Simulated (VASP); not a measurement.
Given:

```yaml
crystal:
  lattice:
    - [7.14656, 0.00000, 0.00000]
    - [0.00000, 7.14656, 0.00000]
    - [0.00000, 0.00000, 7.14656]
  atoms:
    - { symbol: C, position: [0.49871, 0.99902, 0.99974] }
    - { symbol: C, position: [0.62121, 0.12915, 0.12988] }
    - { symbol: C, position: [0.74723, 0.25234, 0.00323] }
    - { symbol: C, position: [0.87042, 0.37839, 0.12988] }
    - { symbol: C, position: [0.74725, 0.00251, 0.25309] }
    - { symbol: C, position: [0.87045, 0.12915, 0.37912] }
    - { symbol: C, position: [0.99877, 0.00082, 0.00156] }
    - { symbol: C, position: [0.12148, 0.12663, 0.12734] }
    - { symbol: C, position: [0.24670, 0.24864, 0.99943] }
    - { symbol: C, position: [0.37099, 0.37542, 0.12442] }
    - { symbol: C, position: [0.49932, 0.50025, 0.00005] }
    - { symbol: C, position: [0.62416, 0.62859, 0.12441] }
    - { symbol: C, position: [0.75095, 0.75286, 0.99943] }
    - { symbol: C, position: [0.87295, 0.87809, 0.12734] }
    - { symbol: C, position: [0.24671, 0.99873, 0.24936] }
    - { symbol: C, position: [0.37100, 0.12370, 0.37615] }
    - { symbol: C, position: [0.48491, 0.24228, 0.24299] }
    - { symbol: C, position: [0.75731, 0.51469, 0.24303] }
    - { symbol: C, position: [0.87591, 0.62860, 0.37616] }
    - { symbol: C, position: [0.49933, 0.99932, 0.50098] }
    - { symbol: C, position: [0.62418, 0.12369, 0.62932] }
    - { symbol: C, position: [0.75732, 0.24228, 0.51541] }
    - { symbol: C, position: [0.87590, 0.37544, 0.62931] }
    - { symbol: C, position: [0.75094, 0.99871, 0.75360] }
    - { symbol: C, position: [0.87297, 0.12662, 0.87883] }
    - { symbol: C, position: [0.00056, 0.50090, 0.99977] }
    - { symbol: C, position: [0.12232, 0.62739, 0.12387] }
    - { symbol: C, position: [0.25020, 0.74940, 0.99860] }
    - { symbol: C, position: [0.37222, 0.87730, 0.12387] }
    - { symbol: C, position: [0.99707, 0.25234, 0.25308] }
    - { symbol: C, position: [0.12287, 0.37578, 0.37649] }
    - { symbol: C, position: [0.24721, 0.50062, 0.24815] }
    - { symbol: C, position: [0.36591, 0.63372, 0.36196] }
    - { symbol: C, position: [0.49899, 0.75239, 0.24813] }
    - { symbol: C, position: [0.62383, 0.87673, 0.37649] }
    - { symbol: C, position: [0.00055, 0.99902, 0.50161] }
    - { symbol: C, position: [0.12231, 0.12314, 0.62808] }
    - { symbol: C, position: [0.24720, 0.24743, 0.50133] }
    - { symbol: C, position: [0.36590, 0.36129, 0.63441] }
    - { symbol: C, position: [0.63832, 0.63367, 0.63438] }
    - { symbol: C, position: [0.75216, 0.75239, 0.50134] }
    - { symbol: C, position: [0.87644, 0.87728, 0.62809] }
    - { symbol: C, position: [0.25022, 0.99789, 0.75011] }
    - { symbol: C, position: [0.37225, 0.12315, 0.87798] }
    - { symbol: C, position: [0.49899, 0.24743, 0.75308] }
    - { symbol: C, position: [0.62381, 0.37576, 0.87744] }
    - { symbol: C, position: [0.75216, 0.50058, 0.75310] }
    - { symbol: C, position: [0.87644, 0.62736, 0.87800] }
    - { symbol: C, position: [0.00086, 0.75289, 0.24934] }
    - { symbol: C, position: [0.12263, 0.87696, 0.37588] }
    - { symbol: C, position: [0.00028, 0.50027, 0.50099] }
    - { symbol: C, position: [0.12613, 0.62363, 0.62436] }
    - { symbol: C, position: [0.25277, 0.74680, 0.49831] }
    - { symbol: C, position: [0.37597, 0.87345, 0.62434] }
    - { symbol: C, position: [0.00086, 0.24864, 0.75359] }
    - { symbol: C, position: [0.12263, 0.37518, 0.87769] }
    - { symbol: C, position: [0.25276, 0.49759, 0.74759] }
    - { symbol: C, position: [0.37594, 0.62364, 0.87420] }
    - { symbol: C, position: [0.50198, 0.74679, 0.74753] }
    - { symbol: C, position: [0.62441, 0.87693, 0.87766] }
    - { symbol: C, position: [0.00172, 0.74939, 0.75009] }
    - { symbol: C, position: [0.12440, 0.87521, 0.87591] }
    - { symbol: Al, position: [0.56153, 0.43807, 0.43877] }
```
Cell charge +1.

Computed with HSE06 screened hybrid, VASP's PBE PAW potentials (set 64) (plane waves; VASP). Run with PREC = Normal, LREAL = Auto, ISYM = 0, NELECT = 250.0, EDIFF = 1E-5, 400 eV cut-off, 1×1×1 Γ-centred mesh, Gaussian smearing of 0.050 eV, potentials C Al.

The cell is charged, with a uniform compensating background. The supercell is sampled at Γ alone, which is coarse: total energies, pressure and levels can be off, energies of defects by several tenths of an eV.

Question: What does the run give for the energy per atom (σ→0), largest force?

Answer: 
| Property | Result |
|---|---|
| energy per atom (σ→0) | -10.463 eV/atom |
| largest force | 0.155 eV/Å |

Only differences to runs with the same potentials and settings are physical.

The cell is a supercell with a defect, built from C (diamond): Al_C-vac_C, charge +1. The cell's shape comes from a PBE relaxation. The run is not spin-polarised, so no state with unpaired spins was tried.
